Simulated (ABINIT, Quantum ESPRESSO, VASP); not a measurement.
**One structure in several programs: ReCl₆ (R-3, 7 atoms in the cell)**

Self-consistent single point, at a second geometry (lattice scaled by 0.98). First geometry:

```xyz
7
Lattice="3.0482 1.7599 5.5521 -3.0482 1.7599 5.5521 0.0000 -3.5198 5.5521" Properties=species:S:1:pos:R:3 pbc="T T T"
Re     0.0000     0.0000     0.0000
Cl     1.1791    -1.7228     9.7879
Cl    -1.1791     1.7228     6.8683
Cl     0.9024     1.8825     9.7879
Cl    -0.9024    -1.8825     6.8683
Cl    -2.0815    -0.1597     9.7879
Cl     2.0815     0.1597     6.8683
```
Moments meant for the start (each program seeds them in its own way; μB, in the order of the atoms Re Cl Cl Cl Cl Cl Cl): 1.0 0.0 0.0 0.0 0.0 0.0 0.0.

Shared settings, as Quantum ESPRESSO writes them: occupations = smearing; smearing = gaussian; degauss = 0.0073499 Ry; nspin = 2; K_POINTS = automatic 3 3 3 0 0 0. Potentials and cutoffs stand in the table.

```json
[
 {"code": "ABINIT", "model": "PBEsol, norm-conserving pseudopotentials (PseudoDojo nc-sr-04 PBEsol standard)", "ΔF from the first geometry (meV/atom)": "7.4", "pressure (GPa)": "3.07", "largest force (eV/Å)": "0.718", "size of the net moment (μB/atom)": "0.14", "cutoff": "980 eV"},
 {"code": "VASP", "model": "PBEsol, VASP's PBE PAW potentials (set 64)", "ΔF from the first geometry (meV/atom)": "10.7", "pressure (GPa)": "2.93", "largest force (eV/Å)": "0.819", "size of the net moment (μB/atom)": "0.14", "cutoff": "300 eV"},
 {"code": "Quantum ESPRESSO", "model": "PBEsol, PseudoDojo standard norm-conserving (PBESOL) pseudopotentials", "ΔF from the first geometry (meV/atom)": "7.4", "pressure (GPa)": "3.07", "largest force (eV/Å)": "0.718", "size of the net moment (μB/atom)": "0.14", "cutoff": "75 Ry"}
]
```

For VASP (by 0.6 GPa) the energy change implies a higher mean pressure, against the two pressures, than for the other programs: a sign of finite-basis (Pulay) stress.

On ABINIT's run: spin-orbit coupling is off. With one magnetic atom in the cell only a parallel order is possible.

The spread over the programs that give each value: ΔF from the first geometry within 3.3 meV/atom; pressure within 0.14 GPa; largest force within 0.101 eV/Å; size of the net moment within 0.00 μB/atom.

In the force vectors, VASP (by 0.101) lies more than 0.08 eV/Å from the median of the plane-wave programs.

The shared mesh is coarse (it stands for a supercell whose shortest vector is 18 Å), so the values are not converged in it.

VASP's run is marked for a possible Pulay error in its stress at this cutoff; no cutoff test was made.

The starting cell comes from a database of computed structures (which also holds hypothetical and non-ambient phases and stackings), without a prior relaxation at this level. For this run, on top of that: lattice scaled by 0.98.

Left out of this page: Ansatz, GPAW, CP2K, Elk, FLEUR and SIESTA (not drawn, or without a comparable value).
